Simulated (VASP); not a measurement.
OSZICAR of a VASP run on PtSe$_{2}$ (1T layered):

File OSZICAR:
```
       N       E                     dE             d eps       ncg     rms          rms(c)
DAV:   1     0.123451470491E+03    0.12345E+03   -0.10150E+04  1868   0.129E+03
DAV:   2    -0.390171705215E+01   -0.12735E+03   -0.12469E+03  2406   0.240E+02
DAV:   3    -0.907213430840E+01   -0.51704E+01   -0.51175E+01  2238   0.506E+01
DAV:   4    -0.911814592107E+01   -0.46012E-01   -0.46012E-01  2280   0.509E+00
DAV:   5    -0.911866723321E+01   -0.52131E-03   -0.52131E-03  2315   0.519E-01    0.119E+01
DAV:   6    -0.857805226276E+01    0.54061E+00   -0.50759E+00  1881   0.226E+01    0.757E+00
DAV:   7    -0.836493500468E+01    0.21312E+00   -0.99492E-01  1881   0.108E+01    0.363E+00
DAV:   8    -0.835267976822E+01    0.12255E-01   -0.65643E-02  2035   0.189E+00    0.920E-01
DAV:   9    -0.834893832485E+01    0.37414E-02   -0.12006E-02  2070   0.121E+00    0.167E-01
DAV:  10    -0.834913396787E+01   -0.19564E-03   -0.13895E-03  2210   0.285E-01    0.402E-02
DAV:  11    -0.834913945297E+01   -0.54851E-05   -0.41753E-05  2273   0.658E-02    0.250E-02
DAV:  12    -0.834913764617E+01    0.18068E-05   -0.88466E-06  2021   0.267E-02    0.266E-03
DAV:  13    -0.834913807035E+01   -0.42418E-06   -0.59728E-07  2371   0.582E-03    0.111E-03
DAV:  14    -0.834913813756E+01   -0.67215E-07   -0.37538E-08  1175   0.187E-03
   1 F= -.83491381E+01 E0= -.83493179E+01  d E =-.834914E+01
       N       E                     dE             d eps       ncg     rms          rms(c)
DAV:   1    -0.835787061150E+01   -0.87325E-02   -0.70611E-01  1860   0.529E+00    0.408E-01
DAV:   2    -0.835860982792E+01   -0.73922E-03   -0.26502E-02  2133   0.110E+00    0.190E-01
DAV:   3    -0.835821569960E+01    0.39413E-03   -0.96754E-04  2241   0.239E-01    0.888E-02
DAV:   4    -0.835818424909E+01    0.31451E-04   -0.25503E-04  2134   0.111E-01    0.250E-02
DAV:   5    -0.835818239337E+01    0.18557E-05   -0.26154E-05  1944   0.443E-02    0.163E-02
DAV:   6    -0.835818177785E+01    0.61553E-06   -0.49938E-06  2189   0.193E-02    0.390E-03
DAV:   7    -0.835818181435E+01   -0.36499E-07   -0.25435E-07  1731   0.488E-03
   2 F= -.83581818E+01 E0= -.83583545E+01  d E =-.904368E-02
       N       E                     dE             d eps       ncg     rms          rms(c)
DAV:   1    -0.836093029025E+01   -0.27485E-02   -0.95055E-01  1860   0.614E+00    0.463E-01
DAV:   2    -0.836201736811E+01   -0.10871E-02   -0.35812E-02  2182   0.127E+00    0.217E-01
DAV:   3    -0.836149119729E+01    0.52617E-03   -0.12722E-03  2171   0.272E-01    0.100E-01
DAV:   4    -0.836145281309E+01    0.38384E-04   -0.32336E-04  2168   0.125E-01    0.286E-02
DAV:   5    -0.836145096561E+01    0.18475E-05   -0.32140E-05  1902   0.467E-02    0.176E-02
DAV:   6    -0.836145042642E+01    0.53919E-06   -0.60095E-06  2196   0.219E-02    0.450E-03
DAV:   7    -0.836145046336E+01   -0.36944E-07   -0.33094E-07  2025   0.571E-03
   3 F= -.83614505E+01 E0= -.83616131E+01  d E =-.123123E-01
       N       E                     dE             d eps       ncg     rms          rms(c)
DAV:   1    -0.836146611234E+01   -0.15686E-04   -0.46805E-03  1860   0.432E-01    0.324E-02
DAV:   2    -0.836147256719E+01   -0.64549E-05   -0.17483E-04  2196   0.882E-02    0.150E-02
DAV:   3    -0.836147060898E+01    0.19582E-05   -0.58898E-06  2169   0.184E-02    0.681E-03
DAV:   4    -0.836147083153E+01   -0.22255E-06   -0.14953E-06  2154   0.847E-03    0.195E-03
DAV:   5    -0.836147092782E+01   -0.96293E-07   -0.14248E-07  1266   0.290E-03
   4 F= -.83614709E+01 E0= -.83616342E+01  d E =-.123328E-01
       N       E                     dE             d eps       ncg     rms          rms(c)
DAV:   1    -0.836350016005E+01   -0.20293E-02   -0.91520E-02  1888   0.218E+00    0.195E-01
DAV:   2    -0.836240690089E+01    0.10933E-02   -0.34514E-03  2007   0.489E-01    0.104E-01
DAV:   3    -0.836218694021E+01    0.21996E-03   -0.64876E-04  2147   0.236E-01    0.527E-02
DAV:   4    -0.836213199973E+01    0.54940E-04   -0.19698E-04  2042   0.110E-01    0.218E-02
DAV:   5    -0.836213116281E+01    0.83692E-06   -0.20004E-05  2049   0.333E-02    0.761E-03
DAV:   6    -0.836213139403E+01   -0.23122E-06   -0.16312E-06  2336   0.101E-02    0.327E-03
DAV:   7    -0.836213143254E+01   -0.38511E-07   -0.15456E-07  1336   0.402E-03
   5 F= -.83621314E+01 E0= -.83622765E+01  d E =-.660505E-03
       N       E                     dE             d eps       ncg     rms          rms(c)
DAV:   1    -0.836317609169E+01   -0.10447E-02   -0.58807E-02  1888   0.175E+00    0.157E-01
DAV:   2    -0.836247382017E+01    0.70227E-03   -0.22225E-03  2014   0.393E-01    0.838E-02
DAV:   3    -0.836233206681E+01    0.14175E-03   -0.42057E-04  2140   0.191E-01    0.425E-02
DAV:   4    -0.836229584836E+01    0.36218E-04   -0.12989E-04  2021   0.893E-02    0.176E-02
DAV:   5    -0.836229530269E+01    0.54567E-06   -0.13038E-05  2070   0.269E-02    0.614E-03
DAV:   6    -0.836229544691E+01   -0.14421E-06   -0.10672E-06  2322   0.822E-03    0.268E-03
DAV:   7    -0.836229547190E+01   -0.24991E-07   -0.10200E-07  1077   0.328E-03
   6 F= -.83622955E+01 E0= -.83624231E+01  d E =-.824544E-03
```

### Question
Which electronic solver shows in the log?

### Answer
It is blocked Davidson (ALGO = Normal, or the opening steps of other solvers). The INCAR had ALGO = Normal.

### Question
Can the final energy be trusted as converged?

### Answer
The run converged. It stopped with EDIFF = 1E-7, NELM = 100, NSW = 30 and EDIFFG = -0.01 after 6 ionic steps (optB88-vdW, plane waves, VASP's PBE PAW potentials (set 64)).

The compound is PtSe2 in the 1T layered structure. This cell is one point of a volume scan, at 0.97 of the reference volume. Symmetry was kept, so distortions that lower it aren't found.
